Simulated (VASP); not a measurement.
All values below come from PBE GGA, VASP's PBE PAW potentials (set 64) (plane waves; VASP).

VASP ran on this input.

### INCAR
```
# general
SYSTEM=BN
PREC  =Accurate
ENCUT =520
LREAL =.FALSE.   # projection in real space or not
LASPH =.TRUE.   # aspherical one-centre terms

# electronic loop
EDIFF =1E-6   # SCF stop (eV)
NELM  =100
ALGO  =Normal   # blocked Davidson

# smearing
ISMEAR=0
SIGMA =0.05   # width (eV)

# functional
GGA   =PE

# output
LWAVE =.FALSE.
LCHARG=.TRUE.
```

POSCAR:
```
BN
1
   -0.0000000000     1.8127176363     1.8127176363
    1.8127176363     0.0000000000     1.8127176363
    1.8127176363     1.8127176363     0.0000000000
B N
1 1
Direct
  0.0000000000   0.0000000000   0.0000000000
  0.2500000000   0.2500000000   0.2500000000
```

### KPOINTS
```
Automatic
0
gamma
 11 11 11
```

POTCAR, in this order: B N (PBE.64 set). Program: vasp_std.

Output

File OSZICAR:
```
       N       E                     dE             d eps       ncg     rms          rms(c)
DAV:   1     0.937321172582E+01    0.93732E+01   -0.51307E+03   928   0.981E+02
DAV:   2    -0.181914129636E+02   -0.27565E+02   -0.26585E+02  1248   0.170E+02
DAV:   3    -0.184026071830E+02   -0.21119E+00   -0.21119E+00  1072   0.189E+01
DAV:   4    -0.184028028948E+02   -0.19571E-03   -0.19571E-03  1168   0.483E-01
DAV:   5    -0.184028029973E+02   -0.10245E-06   -0.10245E-06   984   0.805E-03    0.666E+00
DAV:   6    -0.175358476848E+02    0.86696E+00   -0.34441E+00  1136   0.136E+01    0.326E+00
DAV:   7    -0.174650785508E+02    0.70769E-01   -0.90857E-02  1168   0.296E+00    0.190E+00
DAV:   8    -0.174507109935E+02    0.14368E-01   -0.41194E-02  1024   0.185E+00    0.188E-01
DAV:   9    -0.174509204781E+02   -0.20948E-03   -0.57336E-04   920   0.256E-01    0.754E-02
DAV:  10    -0.174509971271E+02   -0.76649E-04   -0.13907E-04  1272   0.119E-01    0.154E-02
DAV:  11    -0.174510019327E+02   -0.48056E-05   -0.79821E-06  1024   0.276E-02    0.693E-03
DAV:  12    -0.174510019227E+02    0.99695E-08   -0.13776E-06   480   0.986E-03
   1 F= -.17451002E+02 E0= -.17451002E+02  d E =-.804018E-15
```

**OUTCAR**
```
------------------------ aborting loop because EDIFF is reached ----------------------------------------
  FORCE on cell =-STRESS in cart. coord.  units (eV):
  Direction    XX          YY          ZZ          XY          YZ          ZX
  --------------------------------------------------------------------------------------
  Total        0.0010697      0.0010697      0.0010697      0.0000000      0.0000000      0.0000000
  in kB        0.1438620      0.1438620      0.1438620      0.0000000      0.0000000      0.0000000
  external PRESSURE =       0.1438620 kB  Pullay stress =       0.0000000 kB
  volume of cell :       11.91
      direct lattice vectors                 reciprocal lattice vectors
     0.000000000  1.812717636  1.812717636    -0.275828949  0.275828949  0.275828949
     1.812717636  0.000000000  1.812717636     0.275828949 -0.275828949  0.275828949
     1.812717636  1.812717636  0.000000000     0.275828949  0.275828949 -0.275828949
  FREE ENERGIE OF THE ION-ELECTRON SYSTEM (eV)
  ---------------------------------------------------
  free  energy   TOTEN  =       -17.4510019227 eV

  energy  without entropy=      -17.4510019227  energy(sigma->0) =      -17.45100192
```
(Selected blocks of OUTCAR.)

The compound is BN in the zinc blende structure. It was relaxed first.
